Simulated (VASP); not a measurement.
Method: PBEsol GGA, VASP's PBE PAW potentials (set 64) (plane waves; VASP).

VASP ran on this input.

### POSCAR
```
ZnF2
1.0
  4.8126370932   0.0000000000   0.0000000000
  0.0000000000   4.8126370932   0.0000000000
  0.0000000000   0.0000000000   3.2016788551
Zn F
2 4
Direct
  0.0000000000   0.0000000000   1.0000000000
  0.5000000000   0.5000000000   0.5000000000
  0.3035869626   0.3035869626   0.0000000000
  0.8035869626   0.1964130374   0.5000000000
  0.1964130374   0.8035869626   0.5000000000
  0.6964130374   0.6964130374   1.0000000000
```

**KPOINTS**
```
Automatic
0
gamma
5 5 7
```

### INCAR
```
SYSTEM = ZnF2
PREC = Accurate
ENCUT = 520
EDIFF = 1E-7
NELM = 100
ALGO = Normal
LREAL = .FALSE.
LASPH = .TRUE.
ISMEAR = 0
SIGMA = 0.05
GGA = PS
LMAXMIX = 4
LWAVE = .FALSE.
LCHARG = .FALSE.
ISIF = 4
IBRION = 2
NSW = 30
EDIFFG = -0.01
```

POTCAR, in this order: Zn F (PBE.64 set). Program: vasp_std.

Problem. Predict the energy per atom (σ→0).

Solution. 
```
Property                        Value
---------------------  --------------
energy per atom (σ→0)  -4.108 eV/atom
```

OSZICAR:
```
...
DAV:   4    -0.246478945069E+02    0.95155E-03   -0.55597E-03  1919   0.813E-01    0.640E-02
DAV:   5    -0.246479500323E+02   -0.55525E-04   -0.84509E-04  1636   0.285E-01    0.375E-02
DAV:   6    -0.246479535607E+02   -0.35283E-05   -0.54972E-05  1950   0.128E-01    0.208E-02
DAV:   7    -0.246479564378E+02   -0.28772E-05   -0.20942E-05  1891   0.128E-01    0.584E-03
DAV:   8    -0.246479562514E+02    0.18642E-06   -0.62214E-06  1775   0.449E-02    0.249E-03
DAV:   9    -0.246479563621E+02   -0.11071E-06   -0.52205E-07  1669   0.728E-03    0.842E-04
DAV:  10    -0.246479563722E+02   -0.10094E-07   -0.92541E-08  1024   0.452E-03
   3 F= -.24647956E+02 E0= -.24647956E+02  d E =-.800877E-02
```

The compound is ZnF2 in the rutile structure. This cell is one point of a volume scan, at 1.06 of the reference volume. Symmetry was kept, so distortions that lower it aren't found.
